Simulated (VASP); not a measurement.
# Absorption of SnO2 (Cassiterite) from time-dependent hybrids, part 2 of 2

Which functionals bind an exciton in SnO2 (Cassiterite)? The cell is of the rutile type, one of the forms listed for this formula. The start is a cell from a database of measured crystal structures.

VASP 6.6.1, plane waves and PAW; the level of theory is named at each step.

So far, lowest excitation (eV): step 4 (casida equation on LDA, time-dependent LDA, Casida form) 1.18; step 5 (random-phase approximation on LDA, RPA spectrum on LDA) 1.18; step 9 (casida equation on HSE06, time-dependent HSE06, Casida form) 3.01.

## 10. Random-phase approximation on HSE06

This step: RPA spectrum on HSE06; plane waves and PAW (Sn_d, O) (VASP 6.6.1).

Contents of INCAR:

```
SYSTEM = SnO2
PREC = Accurate
ENCUT = 420
ISMEAR = 0
SIGMA = 0.01
LREAL = .FALSE.
LHFCALC = .TRUE.
AEXX = 0.25
GGA = PE
HFSCREEN = 0.2
LASPH = .TRUE.
NBANDS = 48
PRECFOCK = Fast
ALGO = TDHF
NBANDSO = 5
NBANDSV = 4
OMEGAMAX = 25
NEDOS = 1000
CSHIFT = 0.1
LWAVE = .FALSE.
LCHARG = .FALSE.
ANTIRES = 0
LFXC = .FALSE.
LADDER = .FALSE.
```

Contents of POSCAR:

```
SnO2
1.0
    4.7380000000      0.0000000000      0.0000000000
    0.0000000000      4.7380000000      0.0000000000
    0.0000000000      0.0000000000      3.1865000000
Sn O
2 4
Direct
    0.5000000000      0.5000000000      0.5000000000
    0.0000000000      0.0000000000      0.0000000000
    0.8071000000      0.1929000000      0.5000000000
    0.6929000000      0.6929000000      0.0000000000
    0.1929000000      0.8071000000      0.5000000000
    0.3071000000      0.3071000000      0.0000000000
```

Contents of KPOINTS:

```
Automatic mesh
0
Gamma
4 4 6
0 0 0
```

PAW data sets: Sn_d and O (PBE family, release 64).

Started as:

```console
mpirun -np 8 vasp_std
```

Wall time 5.8 s (8 MPI ranks of Intel Xeon 6975P-C (Granite Rapids), shared host); peak memory 2.2 GiB; 41 s of CPU time.

This step gave:

```
lowest excitation : 3.061 eV
```

The imaginary dielectric function has structure finer than the step of the table below, so its rows give means over 0.5 eV, whole bins alone (the curve runs from 0 to 25 eV). Peaks (eV: height): xx 7.93: 2.62, 8.46: 2.62, 8.76: 2.52, 9.08: 2.78, 10.84: 1.97, 11.46: 2.67, 11.89: 2.29; zz 7.13: 1.74, 8.71: 2.40, 9.08: 3.09, 9.51: 3.08, 10.09: 4.86, 10.34: 5.18, 11.46: 4.93.

From 5 filled and 4 empty bands alone, without any pair above OMEGAMAX = 25 eV, so strength is missing wherever others contribute; lines are broadened by CSHIFT, which also makes the tail under the first line. Imaginary dielectric function against photon energy; means over each step:

```
photon energy (eV)       xx       zz
               0.5  0.00200  0.00127
               1.0  0.00418  0.00258
               1.5  0.00693  0.00408
               2.0   0.0110  0.00581
               2.5   0.0183  0.00791
               3.0   0.0395   0.0107
               3.5    0.347   0.0148
               4.0    0.499   0.0219
               4.5    0.133   0.0393
               5.0    0.870    0.217
               5.5    0.504    0.466
               6.0     1.22    0.653
               6.5    0.874    0.566
               7.0    0.774     1.23
               7.5    0.757     1.10
               8.0     2.09    0.829
               8.5     2.30     1.61
               9.0     2.45     2.32
               9.5     1.51     2.59
              10.0     1.15     4.05
              10.5     1.32     3.27
              11.0     1.59     2.27
              11.5     2.11     3.63
              12.0     1.98     2.07
              12.5     1.09    0.770
              13.0    0.566    0.246
              13.5    0.239    0.361
              14.0   0.0703   0.0905
              14.5   0.0583   0.0367
              15.0   0.0225   0.0251
              15.5   0.0158   0.0189
              16.0   0.0121   0.0149
              16.5  0.00977   0.0121
              17.0  0.00805   0.0101
              17.5  0.00679  0.00853
              18.0  0.00578  0.00730
              18.5  0.00500  0.00633
              19.0  0.00439  0.00554
              19.5  0.00386  0.00488
              20.0  0.00341  0.00433
              20.5  0.00305  0.00386
              21.0  0.00274  0.00347
              21.5  0.00249  0.00314
              22.0  0.00225  0.00284
              22.5  0.00205  0.00259
              23.0  0.00187  0.00235
              23.5  0.00172  0.00216
              24.0  0.00156  0.00199
              24.5  0.00145  0.00184
```

The lowest excitation lies at 3.061 eV, +6 meV against the direct gap of these orbitals. It is dark; the first state with over 2 % of the strongest strength among the lowest 40 lies at 3.777 eV. No second mesh in this session tests these energies, peaks and heights.

## 11. Summary

This step: time-dependent LDA, HSE06; plane waves and PAW (VASP 6.6.1).

No new run; the numbers come from the runs before.

Cost is wall time times ranks on a shared host, for this step alone, without the steps before it. Excitations by level:

```
                   level  first excitation (eV)  cost (core minutes)
  Casida equation on LDA                  1.182                 0.64
    random phases on LDA                  1.184                 0.53
Casida equation on HSE06                  3.013                  1.2
  random phases on HSE06                  3.061                 0.77
```

## 12. What came out

```json
{
  "Casida equation on LDA": "lowest vertical excitation 1.182 eV; direct gap 1.178 eV",
  "RPA on LDA": "lowest vertical excitation 1.184 eV; direct gap 1.178 eV",
  "Casida equation on HSE06": "lowest vertical excitation 3.013 eV; direct gap 3.055 eV",
  "RPA on HSE06": "lowest vertical excitation 3.061 eV; direct gap 3.055 eV"
}
```

What this shows: Time-dependent HSE06 puts the lowest vertical singlet excitation at 3.013 eV, 0.04 eV below the direct gap of 3.055 eV; the states within 10 meV of it carry 0 % of the strength of the strongest such group among the lowest 40 states. The exchange-correlation kernel and the attraction move the centre of weight of eps2 xx over the computed range by -0.78 eV against the run in the random-phase approximation on HSE06. The LDA kernel binds nothing: its lowest excitation, 1.182 eV, sits at the direct gap of 1.178 eV. For the hybrids, on a mesh this coarse most of the distance from the gap can come from the q = 0 term of the exact exchange, which falls with the number of k points, so it doesn't show which functional binds an exciton. These are vertical excitations; an indirect gap can lie lower. The spectra were run on one mesh, so the distance from the gap isn't shown to be converged; coarse meshes tend to overstate it. Direct gaps by functional: 1.178 eV at LDA and 3.055 eV at HSE06. Exact exchange widens them. Only the bands set by NBANDSO and NBANDSV form pairs, and any pair above OMEGAMAX = 25 eV is dropped, so the spectrum is that of this window; the window can cut degenerate bands, and the ratio of directions in the curves is that of the window, not of the crystal. Spin-orbit coupling is left out; with Sn in the cell it can split or shift band edges, by an amount that depends on which atoms form them and isn't tested here. The given cell is kept, although it stands at -3.2 GPa at LDA and ENCUT = 420 eV, which holds the mismatch of the given cell with this functional and any basis-set error. The atoms weren't relaxed and carry forces of up to 0.19 eV/Å at LDA in the first static run, so the numbers belong to the given coordinates, and a relaxation would change them. Not tabulated here, as repeats of values shown or as unfit to read for their mesh, reference level or band range: eps2 curves (empty bands); eps1 curves and static values (Casida equation, empty bands, random phases); line lists of runs without attraction (Casida equation, random phases); gaps (empty bands).

[Lines on the potential files, build, host, timing and source positions are cut from VASP's logs without a mark.]

[Logs are printed without paths, hosts, clocks, repeated set-up lines and the standing remarks that a program may print on its own settings, such as how far it seeks lower states.]

[Hosts, paths, dates, database ids (printed as entryN), source tags and the programs' standing remarks are cut or masked in the printed files.]

[Pressures printed for these runs are not shown converged in the cutoff: they can be off by several GPa and have the wrong sign.]
